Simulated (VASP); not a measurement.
# A VASP study of B2Ru (r2SCAN): structure first, properties next, part 5 of 5

Aim: relax B2Ru with r2SCAN, compute its properties on that cell and hold them against experiment. The start is a cell from a database of measured crystal structures.

VASP 6.6.1; r2SCAN; plane waves and PAW (B, Ru_pv).

Still holding for the runs below: The k-mesh is coarse for a metal.

So far. Step 5 (Density of states (r2SCAN)): The finer mesh and the other smearing move the Fermi level by -0.05 eV from the 8×5×6 run, one measure of the sampling error in the zero of the bands above. Of the states within 0.3 eV of the Fermi level, the largest shares in the PAW spheres are Ru d 60 % and B p 19 %. The rest lies in smaller channels or between the spheres. The relaxed cell has a, b, c = 2.875, 4.641, 4.036 Å (conventional setting).

## Step 7: Electric field gradients (r2SCAN)

Field gradients probe how far the charge around each nucleus departs from cubic symmetry; LASPH keeps the non-spherical terms inside the spheres.

Input file INCAR:

```
SYSTEM = B2Ru
PREC = Accurate
ENCUT = 420
EDIFF = 1E-07
NELM = 100
ISMEAR = 0
SIGMA = 0.05
LREAL = .FALSE.
ALGO = Normal
METAGGA = R2SCAN
LASPH = .TRUE.
NBANDS = 26
LORBIT = 11
LWAVE = .FALSE.
LCHARG = .FALSE.
KPAR = 4
LEFG = .TRUE.
```

Input file POSCAR:

```
B2Ru
1.0
    2.8748617088      0.0000000000      0.0000000000
    0.0000000000      4.6414754520      0.0000000000
    0.0000000000      0.0000000000      4.0355894468
B Ru
4 2
Direct
    0.0000000000      0.8032985580      0.3627339117
    0.0000000000      0.1967014420      0.3627339117
    0.5000000000      0.3032985580      0.6372660883
    0.5000000000      0.6967014420      0.6372660883
    0.0000000000      0.0000000000      0.8472097113
    0.5000000000      0.5000000000      0.1527902887
```

Input file KPOINTS:

```
Automatic mesh
0
Gamma
8 5 6
0 0 0
```

PAW data sets: B and Ru_pv (PBE family, release 64).

Started as:

```sh
$ mpirun -np 4 vasp_std
```

The log of the run:

```text
[... set-up lines as in an earlier step ...]
 entering main loop
       N       E                     dE             d eps       ncg     rms          rms(c)
DAV:   1     0.268413196360E+03    0.26841E+03   -0.20462E+04  3136   0.138E+03
DAV:   2    -0.846068379052E+02   -0.35302E+03   -0.34548E+03  3348   0.417E+02
DAV:   3    -0.980728688433E+02   -0.13466E+02   -0.13263E+02  3760   0.780E+01
DAV:   4    -0.982568029621E+02   -0.18393E+00   -0.18300E+00  3884   0.863E+00
DAV:   5    -0.982599595413E+02   -0.31566E-02   -0.31560E-02  3896   0.110E+00    0.406E+01
DAV:   6    -0.835872237231E+02    0.14673E+02   -0.53953E+01  3364   0.614E+01    0.921E+00
DAV:   7    -0.820439888592E+02    0.15432E+01   -0.11162E+01  3314   0.268E+01    0.525E+00
DAV:   8    -0.820889372356E+02   -0.44948E-01   -0.28643E-01  3506   0.362E+00    0.242E+00
DAV:   9    -0.820875796791E+02    0.13576E-02   -0.54836E-02  3612   0.172E+00    0.285E-01
DAV:  10    -0.820866037686E+02    0.97591E-03   -0.87042E-03  3614   0.714E-01    0.112E-01
DAV:  11    -0.820865741416E+02    0.29627E-04   -0.68072E-04  3556   0.227E-01    0.353E-02
DAV:  12    -0.820865791475E+02   -0.50059E-05   -0.39102E-05  4390   0.447E-02    0.118E-02
DAV:  13    -0.820865800624E+02   -0.91490E-06   -0.37834E-06  3974   0.136E-02    0.287E-03
DAV:  14    -0.820865802457E+02   -0.18323E-06   -0.41833E-07  3456   0.543E-03    0.118E-03
DAV:  15    -0.820865804092E+02   -0.16353E-06   -0.58900E-08  1846   0.168E-03    0.400E-04
DAV:  16    -0.820865804603E+02   -0.51087E-07   -0.12553E-08  1744   0.962E-04
ion   1
     0.0000000     0.0000000     2.8043385     3.2353765     0.0000000    -2.2007431
     0.0000257     0.0000000     2.8043385     3.2353764     0.0000000    -2.2007431
     0.0000354     0.0000000     2.8043385     3.2353764     0.0000000    -2.2007431
     0.0000487     0.0000000     2.8043385     3.2353764     0.0000000    -2.2007431
     0.0000671     0.0000000     2.8043384     3.2353764     0.0000000    -2.2007431

     0.0000000     0.0000000     4.0187767     4.7095435     0.0000000    -3.1197549
     0.0000257     0.0000000     4.0187765     4.7095433     0.0000000    -3.1197547
     0.0000354     0.0000000     4.0187764     4.7095431     0.0000000    -3.1197546
     0.0000487     0.0000000     4.0187762     4.7095429     0.0000000    -3.1197545
     0.0000671     0.0000000     4.0187758     4.7095424     0.0000000    -3.1197542

ion   2
     0.0000000     0.0000000    -2.8043385     3.2353765    -0.0000000    -2.2007431
     0.0000257     0.0000000    -2.8043385     3.2353764    -0.0000000    -2.2007431
     0.0000354     0.0000000    -2.8043385     3.2353764    -0.0000000    -2.2007431
     0.0000487     0.0000000    -2.8043385     3.2353764    -0.0000000    -2.2007431
     0.0000671     0.0000000    -2.8043384     3.2353764    -0.0000000    -2.2007431

     0.0000000     0.0000000    -4.0187767     4.7095435    -0.0000000    -3.1197549
     0.0000257     0.0000000    -4.0187765     4.7095433    -0.0000000    -3.1197547
     0.0000354     0.0000000    -4.0187764     4.7095431    -0.0000000    -3.1197546
     0.0000487     0.0000000    -4.0187762     4.7095429    -0.0000000    -3.1197545
     0.0000671     0.0000000    -4.0187758     4.7095424    -0.0000000    -3.1197542

ion   3
     0.0000000     0.0000000    -2.8043385     3.2353765     0.0000000    -2.2007431
     0.0000257     0.0000000    -2.8043385     3.2353764     0.0000000    -2.2007431
     0.0000354     0.0000000    -2.8043385     3.2353764     0.0000000    -2.2007431
     0.0000487     0.0000000    -2.8043385     3.2353764     0.0000000    -2.2007431
     0.0000671     0.0000000    -2.8043384     3.2353764     0.0000000    -2.2007431

     0.0000000     0.0000000    -4.0187767     4.7095435     0.0000000    -3.1197549
     0.0000257     0.0000000    -4.0187765     4.7095433     0.0000000    -3.1197547
     0.0000354     0.0000000    -4.0187764     4.7095431     0.0000000    -3.1197546
     0.0000487     0.0000000    -4.0187762     4.7095429     0.0000000    -3.1197545
     0.0000671     0.0000000    -4.0187758     4.7095424     0.0000000    -3.1197542

ion   4
     0.0000000     0.0000000     2.8043385     3.2353765    -0.0000000    -2.2007431
     0.0000257     0.0000000     2.8043385     3.2353764    -0.0000000    -2.2007431
     0.0000354     0.0000000     2.8043385     3.2353764    -0.0000000    -2.2007431
     0.0000487     0.0000000     2.8043385     3.2353764    -0.0000000    -2.2007431
     0.0000671     0.0000000     2.8043384     3.2353764    -0.0000000    -2.2007431

     0.0000000     0.0000000     4.0187767     4.7095435    -0.0000000    -3.1197549
     0.0000257     0.0000000     4.0187765     4.7095433    -0.0000000    -3.1197547
     0.0000354     0.0000000     4.0187764     4.7095431    -0.0000000    -3.1197546
     0.0000487     0.0000000     4.0187762     4.7095429    -0.0000000    -3.1197545
     0.0000671     0.0000000     4.0187758     4.7095424    -0.0000000    -3.1197542

ion   5
     0.0000000     0.0000000     0.0000000    -9.5086619     0.0000000     0.7091392
     0.0000541     0.0000000     0.0000000    -9.5086618     0.0000000     0.7091392
     0.0000746     0.0000000     0.0000000    -9.5086617     0.0000000     0.7091391
     0.0001027     0.0000000     0.0000000    -9.5086615     0.0000000     0.7091391
     0.0001414     0.0000000     0.0000000    -9.5086612     0.0000000     0.7091391

     0.0000000     0.0000000     0.0000000    27.2028525     0.0000000   -23.2082493
     0.0000541     0.0000000     0.0000000    27.1903181     0.0000000   -23.2054593
     0.0000746     0.0000000     0.0000000    27.1835775     0.0000000   -23.2039961
     0.0001027     0.0000000     0.0000000    27.1728126     0.0000000   -23.2016824
     0.0001414     0.0000000     0.0000000    27.1556982     0.0000000   -23.1980422

ion   6
     0.0000000     0.0000000     0.0000000    -9.5086619     0.0000000     0.7091392
     0.0000541     0.0000000     0.0000000    -9.5086618     0.0000000     0.7091392
     0.0000746     0.0000000     0.0000000    -9.5086617     0.0000000     0.7091391
     0.0001027     0.0000000     0.0000000    -9.5086615     0.0000000     0.7091391
     0.0001414     0.0000000     0.0000000    -9.5086612     0.0000000     0.7091391

     0.0000000     0.0000000     0.0000000    27.2028525     0.0000000   -23.2082493
     0.0000541     0.0000000     0.0000000    27.1903181     0.0000000   -23.2054593
     0.0000746     0.0000000     0.0000000    27.1835775     0.0000000   -23.2039961
     0.0001027     0.0000000     0.0000000    27.1728126     0.0000000   -23.2016824
     0.0001414     0.0000000     0.0000000    27.1556982     0.0000000   -23.1980422

   1 F= -.82086580E+02 E0= -.82085971E+02  d E =-.121936E-02
```

The job ended after 29 s (4 MPI ranks of Intel Xeon 6975P-C (Granite Rapids), shared host; peak memory 0.7 GiB).

From OUTCAR (step 7):

```text
   NELECT =      40.0000    total number of electrons

 E-fermi :  10.6436

 k-point     1 :       0.0000    0.0000    0.0000
  band No.  band energies     occupation
    ...
     17       7.4503      2.00000
     18       8.2842      2.00000
     19       8.6233      2.00000
     20       9.3087      2.00000
     21      10.5959      1.82279
     22      12.4966      0.00000
     23      14.9308      0.00000
     24      14.9741      0.00000
     25      15.0389      0.00000
     26      15.8295      0.00000

  Total       -0.0266500     -0.0134695      0.0313000      0.0000000      0.0000000      0.0000000
  in kB       -0.7929159     -0.4007581      0.9312682      0.0000000      0.0000000      0.0000000
  external PRESSURE =      -0.0874686 kB  Pullay stress =       0.0000000 kB

 POSITION                                       TOTAL-FORCE (eV/Angst)
 -----------------------------------------------------------------------------------
      0.00000      3.72849      1.46385         0.000000     -0.003138      0.004483
      0.00000      0.91298      1.46385         0.000000      0.003138      0.004483
      1.43743      1.40775      2.57174         0.000000     -0.003138     -0.004483
      1.43743      3.23372      2.57174         0.000000      0.003138     -0.004483
      0.00000      0.00000      3.41899         0.000000      0.000000      0.009764
      1.43743      2.32074      0.61660         0.000000      0.000000     -0.009764
 -----------------------------------------------------------------------------------
    total drift:                                0.000000      0.000000      0.000000

  FREE ENERGIE OF THE ION-ELECTRON SYSTEM (eV)
  ---------------------------------------------------
  free  energy   TOTEN  =       -82.0865804603 eV

  energy  without entropy=      -82.0853611038  energy(sigma->0) =      -82.08597078

 Electric field gradients after diagonalization (V/A^2)
 (convention: |V_zz| > |V_xx| > |V_yy|)
----------------------------------------------------------------------
 ion       V_xx      V_yy      V_zz     asymmetry (V_yy - V_xx)/ V_zz
----------------------------------------------------------------------
   1       5.570     1.461    -7.030       0.584
   2       5.570     1.461    -7.030       0.584
   3       5.570     1.461    -7.030       0.584
   4       5.570     1.461    -7.030       0.584
   5     -34.502    -7.781    42.283       0.632
   6     -34.502    -7.781    42.283       0.632
----------------------------------------------------------------------

[... 15 parts as in an earlier step ...]

[... 2 further parts left out ...]
```

Numbers from this step:

| Property | Result |
| --- | --- |
| SCF cycles | 16 |
| irreducible k-points | 60 |
| free energy (TOTEN) | -82.0866 eV |
| Fermi energy | 10.64 eV |
| pressure | -0.008747 GPa |

Electric field gradients, by row:

```
atom  Vxx (V/Å²)  Vyy (V/Å²)  Vzz (V/Å²)  asymmetry
  B1        5.57       1.461       -7.03      0.584
  B2        5.57       1.461       -7.03      0.584
  B3        5.57       1.461       -7.03      0.584
  B4        5.57       1.461       -7.03      0.584
 Ru5       -34.5      -7.781       42.28      0.632
 Ru6       -34.5      -7.781       42.28      0.632
```

The largest gradient, 42.28 V/Å², sits on Ru5 and like sites; times the quadrupole moment of a nucleus that has one, it gives the coupling that NMR and NQR see.

## Step 8: A single point (r2SCAN), changed input

A single point gives energy, forces and stress at these settings. Some settings are moved from the usual, to see what they do.

Input file INCAR:

```
SYSTEM = B2Ru
PREC = Accurate
ENCUT = 420
EDIFF = 1E-06
NELM = 100
ISMEAR = 0
SIGMA = 0.02
LREAL = .FALSE.
ALGO = Normal
METAGGA = R2SCAN
LASPH = .FALSE.
NBANDS = 26
LORBIT = 11
LWAVE = .FALSE.
LCHARG = .FALSE.
KPAR = 4
ISIF = 2
KSPACING = 0.4
```

POSCAR is that of step 7.

Started as:

```sh
$ mpirun -np 4 vasp_std
```

The log of the run:

```text
[banner, memory and clock lines left out]
running    4 mpi-ranks, on    1 nodes
 distrk:  each k-point on    1 cores,    4 groups
 distr:  one band on    1 cores,    1 groups

 POSCAR found type information on POSCAR B Ru
 POSCAR found :  2 types and       6 ions
 [... a notice as in an earlier step ...]

 LDA part: xc-table for (None), standard interpolation
 INCAR ok, starting setup
 POSCAR ok, starting setup
 FFT: planning ... GRIDC
 FFT: planning ... GRID_SOFT
 FFT: planning ... GRID
 WAVECAR not read
 entering main loop
       N       E                     dE             d eps       ncg     rms          rms(c)
DAV:   1     0.270315782980E+03    0.27032E+03   -0.20613E+04  1880   0.138E+03
DAV:   2    -0.848126143428E+02   -0.35513E+03   -0.34738E+03  2022   0.419E+02
DAV:   3    -0.980725287440E+02   -0.13260E+02   -0.13116E+02  2304   0.779E+01
DAV:   4    -0.982324531998E+02   -0.15992E+00   -0.15969E+00  2302   0.817E+00
DAV:   5    -0.982356177550E+02   -0.31646E-02   -0.31641E-02  2308   0.108E+00    0.406E+01
DAV:   6    -0.834266817110E+02    0.14809E+02   -0.51882E+01  2058   0.606E+01    0.889E+00
DAV:   7    -0.820225719940E+02    0.14041E+01   -0.10457E+01  2014   0.260E+01    0.516E+00
DAV:   8    -0.820558720555E+02   -0.33300E-01   -0.27165E-01  2096   0.359E+00    0.232E+00
DAV:   9    -0.820553889379E+02    0.48312E-03   -0.52820E-02  2130   0.167E+00    0.312E-01
DAV:  10    -0.820540837909E+02    0.13051E-02   -0.12401E-02  2124   0.855E-01    0.157E-01
DAV:  11    -0.820538592233E+02    0.22457E-03   -0.10540E-03  2112   0.280E-01    0.500E-02
DAV:  12    -0.820538559511E+02    0.32722E-05   -0.13130E-04  2344   0.926E-02    0.181E-02
DAV:  13    -0.820538571175E+02   -0.11664E-05   -0.85969E-06  2056   0.235E-02    0.469E-03
DAV:  14    -0.820538571400E+02   -0.22494E-07   -0.65718E-07  1118   0.682E-03
   1 F= -.82053857E+02 E0= -.82053639E+02  d E =-.436982E-03
```

Wall time 14 s (4 MPI ranks); peak memory 0.62 GiB.

Parts of OUTCAR (step 8):

```text
   k-points           NKPTS =     36   k-points in BZ     NKDIM =     36   number of bands    NBANDS=     26

   NELECT =      40.0000    total number of electrons

 E-fermi :  10.5228

 k-point     1 :       0.0000    0.0000    0.0000
  band No.  band energies     occupation
    ...
     16       7.0665      2.00000
     17       7.4569      2.00000
     18       8.3170      2.00000
     19       8.6633      2.00000
     20       9.2734      2.00000
     21      10.6121      0.00000
     22      12.5059      0.00000
     23      14.9157      0.00000
     24      14.9558      0.00000
     25      15.0280      0.00000
    ...

  Total       -0.6077507      0.5004424     -0.0109076      0.0000000      0.0000000      0.0000000
  in kB      -18.0823997     14.8896559     -0.3245327      0.0000000      0.0000000      0.0000000
  external PRESSURE =      -1.1724255 kB  Pullay stress =       0.0000000 kB

 POSITION                                       TOTAL-FORCE (eV/Angst)
 -----------------------------------------------------------------------------------
      0.00000      3.72849      1.46385         0.000000      0.032703      0.028854
      0.00000      0.91298      1.46385        -0.000000     -0.032703      0.028854
      1.43743      1.40775      2.57174        -0.000000      0.032703     -0.028854
      1.43743      3.23372      2.57174        -0.000000     -0.032703     -0.028854
      0.00000      0.00000      3.41899        -0.000000      0.000000     -0.073754
      1.43743      2.32074      0.61660        -0.000000      0.000000      0.073754
 -----------------------------------------------------------------------------------
    total drift:                                0.000000      0.000000      0.000000

  FREE ENERGIE OF THE ION-ELECTRON SYSTEM (eV)
  ---------------------------------------------------
  free  energy   TOTEN  =       -82.0538571400 eV

  energy  without entropy=      -82.0534201577  energy(sigma->0) =      -82.05363865

[... 7 parts as in an earlier step ...]

[... 9 further parts left out ...]
```

The run converged; its settings lie outside those of the reference runs, so its numbers are set aside.

Against the sound run on this cell (electric field gradients (r2SCAN)) the energy at zero smearing moves by +5.4 meV an atom and the pressure by -0.11 GPa.

Settings moved from the usual: LASPH = False, SIGMA = 0.02 and KSPACING = 0.4.

The mesh holds 36 irreducible points against 60.

## Step 9: Results

```json
{
  "relaxed volume": "8.975 Å³/atom",
  "relaxed conventional cell a, b, c": "2.875, 4.641, 4.036 Å",
  "space group after relaxing, within 0.02 Å": "Pmmn (No. 59)",
  "band gap": "none, a metal",
  "DOS at the Fermi level": "1.05 states/eV/cell",
  "highest zone-centre mode": "831 cm⁻¹",
  "largest field gradient Vzz": "42.28 V/Å² on Ru5"
}
```

What this shows: With r2SCAN, B2Ru relaxes to 8.975 Å³/atom in space group Pmmn (held by the symmetry of the run) and comes out as a metal. Against the listed cell the volume lies under 0.05 % (a +0.3 %, b -0.1 %, c -0.2 %). Bands along the symmetry lines (r2SCAN): Of the bands kept, 4 cross the Fermi level on this path. Vibrations at Γ (r2SCAN): The highest mode in this list at Γ, 831.3 cm⁻¹, is mostly motion of B (98 % of the kinetic energy). Spin-orbit coupling is left out; it would split some degenerate bands. The k-sampling is coarse for a metal, so the Fermi level, pressures and the shape of the cell carry errors. Modes at Γ alone can't show that the crystal is stable at other wave vectors. No search among competing phases was made, and a listed structure need not be the one stable at ambient conditions. All values are for a static lattice at zero temperature.

Calculation against experiment:

| quantity | measured | r2SCAN |
| --- | --- | --- |
| lattice constant a (our axis b, matched by order of length) (Å) | 4.6457 | 4.641 (-0.1 %) |
| lattice constant b (our axis a, matched by order of length) (Å) | 2.8657 | 2.875 (+0.3 %) |
| lattice constant c (Å) | 4.0462 | 4.036 (-0.3 %) |

Measured values from arxiv:cond-mat/0612605 (2006).

Verdict: The lattice constant a is off by -0.1 %: good agreement. The lattice constant b is off by +0.3 %: good agreement. The lattice constant c is off by -0.3 %: good agreement. The grades are ours: good and fair within 0.7 and 1.5 % for the lattice constant a, 0.7 and 1.5 % for the lattice constant b and 0.8 and 2 % for the lattice constant c. For lattice constants the calculation has a static lattice, without zero-point motion or thermal expansion.

[Lines on the potential files, build, host, timing and source positions are cut from VASP's logs without a mark.]

[Logs are printed without paths, hosts, clocks, repeated set-up lines and the standing remarks that a program may print on its own settings, such as how far it seeks lower states.]

[Hosts, paths, dates, database ids (printed as entryN), source tags and the programs' standing remarks are cut or masked in the printed files.]

[A measured line is paired with the nearest computed mode of its activity, which favours agreement.]
